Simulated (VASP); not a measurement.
Input of a VASP 6.6.1 run:

INCAR

```
SYSTEM = InSb
ALGO = Normal
EDIFF = 1E-6
EDIFFG = -0.01
ENCUT = 600
GGA = PS
IBRION = 2
ISIF = 3
ISMEAR = 0
KPAR = 4
LASPH = .TRUE.
LCHARG = .FALSE.
LREAL = .FALSE.
LWAVE = .FALSE.
NELM = 80
NSW = 90
PREC = Accurate
SIGMA = 0.03
```

File KPOINTS:

```
k-points
0
G
  10 10 10
  0 0 0
```

POSCAR

```
InSb
1.0
    0.0000000000      3.2391000000      3.2391000000
    3.2391000000      0.0000000000      3.2391000000
    3.2391000000      3.2391000000      0.0000000000
In Sb
1 1
Direct
    0.0000000000      0.0000000000      0.0000000000
    0.2500000000      0.2500000000      0.2500000000
```

Potentials or basis: VASP PAW PBE potentials, release 64 (In_d, Sb).

Run with:

```sh
$ cat potpaw_PBE.64/In_d/POTCAR potpaw_PBE.64/Sb/POTCAR > POTCAR
$ mpirun -np 4 vasp_std > vasp.out
```

Question: Predict the relaxed cell.

Answer: a = 4.611 Å, b = 4.611 Å, c = 4.611 Å, α = 60.00°, β = 60.00°, γ = 60.00°.

Question: What does it give for the space group after relaxing (to 0.05 Å)?

Answer: F-43m (No. 216).

Final structure:
```
In Sb
1.0
     0.00000    3.26032    3.26032
     3.26032    0.00000    3.26032
     3.26032    3.26032    0.00000
In Sb
1 1
Cartesian
  0.0000 0.0000 0.0000
  1.6302 1.6302 1.6302
```

 Zero-point motion and thermal expansion aren't in these numbers.
